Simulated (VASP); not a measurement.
All values below come from PBE GGA, VASP's PBE PAW potentials (set 64) (plane waves; VASP).

Input for VASP

KPOINTS:
```
Automatic mesh
0
Gamma
1 1 1
0 0 0
```

INCAR:
```
! general
SYSTEM   =  Zn32HS32
PREC     =  Normal
ENCUT    =  400   ! plane-wave cut-off (eV)
LREAL    =  Auto   ! projection in real space or not
LASPH    =  .True.   ! aspherical one-centre terms
ISYM     =  0
NELECT   =  579.0

! electronic loop
EDIFF    =  1E-5
NELM     =  100   ! most electronic steps
NELMIN   =  4
ALGO     =  Fast
LMAXMIX  =  4   ! l cut-off of mixed one-centre charges

! smearing
ISMEAR   =  0
SIGMA    =  0.05   ! width (eV)

! functional
GGA      =  PE   ! PBE

! spin
ISPIN    =  2   ! spin-polarised
MAGMOM   =  65*0.0154
NUPDOWN  =  1

! ions
IBRION   =  2   ! conjugate gradients
NSW      =  60
ISIF     =  2   ! forces and stress, cell fixed
EDIFFG   =  -0.03

! output
LWAVE    =  .False.
LCHARG   =  .False.
LORBIT   =  10
```

**POSCAR**
```
Zn32HS32
1.0
 10.8925962356   0.0000000000   0.0000000000
  0.0000000000  10.8925962356   0.0000000000
  0.0000000000   0.0000000000  10.8925962356
Zn S H
32 32 1
Direct
  0.5000000000   0.0000000000   0.0000000000
  0.7500000000   0.2500000000   0.0000000000
  0.7500000000   0.0000000000   0.2500000000
  0.0000000000   0.0000000000   0.0000000000
  0.2500000000   0.2500000000   0.0000000000
  0.5000000000   0.5000000000   0.0000000000
  0.7500000000   0.7500000000   0.0000000000
  0.2500000000   0.0000000000   0.2500000000
  0.5018710000   0.2545450000   0.2512640000
  0.7500000000   0.5000000000   0.2500000000
  0.5000000000   0.0000000000   0.5000000000
  0.7500000000   0.2500000000   0.5000000000
  0.7500000000   0.0000000000   0.7500000000
  0.0000000000   0.5000000000   0.0000000000
  0.2500000000   0.7500000000   0.0000000000
  0.0000000000   0.2500000000   0.2500000000
  0.2496250000   0.5004040000   0.2507070000
  0.5000000000   0.7500000000   0.2500000000
  0.0000000000   0.0000000000   0.5000000000
  0.2455880000   0.2464090000   0.4976460000
  0.4980670000   0.5003680000   0.4964340000
  0.7500000000   0.7500000000   0.5000000000
  0.2500000000   0.0000000000   0.7500000000
  0.5000000000   0.2500000000   0.7500000000
  0.7500000000   0.5000000000   0.7500000000
  0.0000000000   0.7500000000   0.2500000000
  0.0000000000   0.5000000000   0.5000000000
  0.2500000000   0.7500000000   0.5000000000
  0.0000000000   0.2500000000   0.7500000000
  0.2500000000   0.5000000000   0.7500000000
  0.5000000000   0.7500000000   0.7500000000
  0.0000000000   0.7500000000   0.7500000000
  0.6250000000   0.1250000000   0.1250000000
  0.8750000000   0.3750000000   0.1250000000
  0.8750000000   0.1250000000   0.3750000000
  0.1250000000   0.1250000000   0.1250000000
  0.3775250000   0.3754510000   0.1218420000
  0.6250000000   0.6250000000   0.1250000000
  0.8750000000   0.8750000000   0.1250000000
  0.3781460000   0.1259750000   0.3745870000
  0.6205480000   0.3716690000   0.3763430000
  0.8750000000   0.6250000000   0.3750000000
  0.6250000000   0.1250000000   0.6250000000
  0.8750000000   0.3750000000   0.6250000000
  0.8750000000   0.1250000000   0.8750000000
  0.1250000000   0.6250000000   0.1250000000
  0.3750000000   0.8750000000   0.1250000000
  0.1256220000   0.3750990000   0.3750620000
  0.3707050000   0.6222130000   0.3728090000
  0.6250000000   0.8750000000   0.3750000000
  0.1250000000   0.1250000000   0.6250000000
  0.3782770000   0.3704770000   0.6215310000
  0.6250000000   0.6250000000   0.6250000000
  0.8750000000   0.8750000000   0.6250000000
  0.3750000000   0.1250000000   0.8750000000
  0.6250000000   0.3750000000   0.8750000000
  0.8750000000   0.6250000000   0.8750000000
  0.1250000000   0.8750000000   0.3750000000
  0.1250000000   0.6250000000   0.6250000000
  0.3750000000   0.8750000000   0.6250000000
  0.1250000000   0.3750000000   0.8750000000
  0.3750000000   0.6250000000   0.8750000000
  0.6250000000   0.8750000000   0.8750000000
  0.1250000000   0.8750000000   0.8750000000
  0.3729870000   0.3733330000   0.3774620000
```

POTCAR, in this order: Zn S H (PBE.64 set). Program: vasp_gam.

Problem. What will the output report for the number of irreducible k-points (NKPTS), largest plane-wave count, FFT grid (NGX, NGY, NGZ)?

Solution. 
- number of irreducible k-points (NKPTS) = 1
- largest plane-wave count = 11792
- FFT grid (NGX, NGY, NGZ) = 54 × 54 × 54

The cell is a supercell with a defect, built from ZnS (zinc blende): H_i, charge -2.
